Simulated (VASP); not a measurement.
Crystal: WSe2.

```xyz
6
Lattice="3.2813 0.0000 0.0000 -1.6407 2.8417 0.0000 0.0000 0.0000 12.7917" Properties=species:S:1:pos:R:3 pbc="T T T"
W     0.0000    1.8945    3.1979
W     1.6407    0.9472    9.5937
Se    0.0000    1.8945    7.9077
Se    1.6407    0.9472    1.5119
Se    0.0000    1.8945   11.2797
Se    1.6407    0.9472    4.8839
```

Base run:

* Program: VASP 6.6.1
* Functional: r2SCAN
* Potentials or basis: VASP PAW PBE potentials, release 64 (W_sv, Se)
* Cutoff: 520 eV
* k mesh: 9 × 9 × 2
* Occupations: gaussian, width 0.03 eV
* Spin: no spin polarisation

Its results: band gap on the k mesh 1.11 eV, indirect (least direct gap 1.68 eV); pressure 2.0 GPa.

Problem. The run is repeated on the same cell with these changes: functional from r2SCAN to PBE. What comes out?

Solution. Band gap on the k mesh 0.99 eV, indirect (least direct gap 1.56 eV); pressure 3.9 GPa.

r2SCAN gives the wider gap, since meta-GGAs in the generalised Kohn-Sham scheme recover part of the derivative discontinuity.

Caveats: spin-orbit coupling is left out, which moves the levels of the heavy elements; the mesh misses the band edges, which the band path finds closer together; the PAW data sets were made with another functional, which shifts forces and pressure a little (some runs); this functional lacks dispersion, which binds the layers, so the pressure and a relaxed spacing across them are unreliable (some runs).
